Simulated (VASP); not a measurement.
KZnF₃ (cubic perovskite), at 0.96 of the tabulated volume:

```
KZnF3
1.0
    3.99526     0.00000     0.00000
    0.00000     3.99526     0.00000
    0.00000     0.00000     3.99526
K Zn F
1 1 3
Direct
  0.00000   0.00000   0.00000
  0.50000   0.50000   0.50000
  0.50000   0.00000   0.50000
  0.00000   0.50000   0.50000
  0.50000   0.50000   0.00000
```

The lowest empty band near Γ, direction [110], from PBE with spin-orbit coupling in VASP (PAW); its two spin partners are averaged. The gap over the points computed is 3.89 eV, and the next band on that side lies 4.61 eV away at the edge.

Numerical set-up: 520 eV cut-off, 6×6×6 Γ-centred mesh, Gaussian smearing of 0.050 eV, potentials K_sv Zn F.

```csv
distance from the edge in k (1/Å),distance in energy (meV)
0.025,5.3
0.035,10.4
0.050,21.2
0.070,41.4
```

Q: Fit E(1 + αE) = ħ²k²/2m* (ħ²/2m0 = 3.810 eV Å²) and predict the row at 0.095 1/Å.

A: The rows don't resolve α, so a parabola serves: the electron mass is m* = 0.450 m0, and so 76.3 meV. The run gave 75.9 meV, -0.4 meV from the fit.

Left out are points under 3 meV from the edge, since the levels carry 0.1 meV, and points farther than half the way to the next band.

The compound is KZnF3 in the cubic perovskite structure. The cell was not relaxed at this level.
